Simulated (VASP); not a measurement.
A convergence study with VASP on TiC (rock salt): a few settings are varied, all else stays as given below, so the limit is that of these other settings. The cell's lengths are 1 % over those of the tabulated start and one atom is moved, so it is off equilibrium.

```
CELL_PARAMETERS angstrom
      0.00000     2.18665     2.18665
      2.18665     0.00000     2.18665
      2.18665     2.18665     0.00000
ATOMIC_POSITIONS crystal
  Ti 0.00000 0.00000 0.00000
  C  0.48614 0.51386 0.51386
```

Level of theory: LDA (Ceperley-Alder, Perdew-Zunger), VASP's LDA PAW potentials (set 64) (plane waves; VASP). The last row used: 700 eV cut-off, 12×12×12 Γ-centred mesh, first-order Methfessel-Paxton smearing of 0.10 eV, potentials Ti_sv C.

```json
[
 {"setting": "ALGO = Normal, EDIFF = 1E-2", "E (eV/atom)": "-10.2198", "pressure (GPa)": "-10.81", "largest force (eV/Å)": "0.480", "electronic steps": "10"},
 {"setting": "ALGO = Normal, EDIFF = 1E-3", "E (eV/atom)": "-10.2185", "pressure (GPa)": "-18.34", "largest force (eV/Å)": "0.481", "electronic steps": "12"},
 {"setting": "ALGO = Normal, EDIFF = 1E-4", "E (eV/atom)": "-10.2185", "pressure (GPa)": "-18.44", "largest force (eV/Å)": "0.481", "electronic steps": "12"},
 {"setting": "ALGO = Normal, EDIFF = 1E-5", "E (eV/atom)": "-10.2184", "pressure (GPa)": "-17.99", "largest force (eV/Å)": "0.482", "electronic steps": "14"},
 {"setting": "ALGO = Normal, EDIFF = 1E-6", "E (eV/atom)": "-10.2184", "pressure (GPa)": "-17.96", "largest force (eV/Å)": "0.482", "electronic steps": "15"},
 {"setting": "ALGO = Normal, EDIFF = 1E-8", "E (eV/atom)": "-10.2184", "pressure (GPa)": "-17.95", "largest force (eV/Å)": "0.482", "electronic steps": "17"},
 {"setting": "ALGO = Normal, EDIFF = 1E-9", "E (eV/atom)": "-10.2184", "pressure (GPa)": "-17.95", "largest force (eV/Å)": "0.482", "electronic steps": "18"},
 {"setting": "ALGO = Fast, EDIFF = 1E-2", "E (eV/atom)": "-10.2173", "pressure (GPa)": "-23.09", "largest force (eV/Å)": "0.505", "electronic steps": "13"},
 {"setting": "ALGO = Fast, EDIFF = 1E-3", "E (eV/atom)": "-10.2183", "pressure (GPa)": "-21.29", "largest force (eV/Å)": "0.483", "electronic steps": "15"},
 {"setting": "ALGO = Fast, EDIFF = 1E-4", "E (eV/atom)": "-10.2184", "pressure (GPa)": "-17.82", "largest force (eV/Å)": "0.482", "electronic steps": "18"},
 {"setting": "ALGO = Fast, EDIFF = 1E-5", "E (eV/atom)": "-10.2184", "pressure (GPa)": "-18.07", "largest force (eV/Å)": "0.482", "electronic steps": "22"},
 {"setting": "ALGO = Fast, EDIFF = 1E-6", "E (eV/atom)": "-10.2184", "pressure (GPa)": "-17.96", "largest force (eV/Å)": "0.482", "electronic steps": "32"},
 {"setting": "ALGO = Fast, EDIFF = 1E-7", "E (eV/atom)": "-10.2184", "pressure (GPa)": "-17.96", "largest force (eV/Å)": "0.482", "electronic steps": "47"},
 {"setting": "ALGO = Fast, EDIFF = 1E-8", "E (eV/atom)": "-10.2184", "pressure (GPa)": "-17.96", "largest force (eV/Å)": "0.482", "electronic steps": "71"},
 {"setting": "ALGO = All, EDIFF = 1E-3", "E (eV/atom)": "-10.2182", "pressure (GPa)": "-18.28", "largest force (eV/Å)": "0.487", "electronic steps": "16"},
 {"setting": "ALGO = All, EDIFF = 1E-4", "E (eV/atom)": "-10.2184", "pressure (GPa)": "-18.15", "largest force (eV/Å)": "0.480", "electronic steps": "19"},
 {"setting": "ALGO = All, EDIFF = 1E-5", "E (eV/atom)": "-10.2184", "pressure (GPa)": "-18.06", "largest force (eV/Å)": "0.481", "electronic steps": "22"},
 {"setting": "ALGO = All, EDIFF = 1E-6", "E (eV/atom)": "-10.2184", "pressure (GPa)": "-17.95", "largest force (eV/Å)": "0.481", "electronic steps": "27"},
 {"setting": "ALGO = All, EDIFF = 1E-7", "E (eV/atom)": "-10.2184", "pressure (GPa)": "-17.95", "largest force (eV/Å)": "0.482", "electronic steps": "32"},
 {"setting": "ALGO = All, EDIFF = 1E-8", "E (eV/atom)": "-10.2184", "pressure (GPa)": "-17.95", "largest force (eV/Å)": "0.482", "electronic steps": "36"},
 {"setting": "ALGO = All, EDIFF = 1E-9", "E (eV/atom)": "-10.2184", "pressure (GPa)": "-17.95", "largest force (eV/Å)": "0.482", "electronic steps": "42"}
]
```

Left out are rungs that failed or repeat a setting and relaxations that didn't move; long series are thinned to 24 rows.

The compound is TiC in the rock salt structure. The cell was not relaxed at this level, it is distorted from the ideal structure.
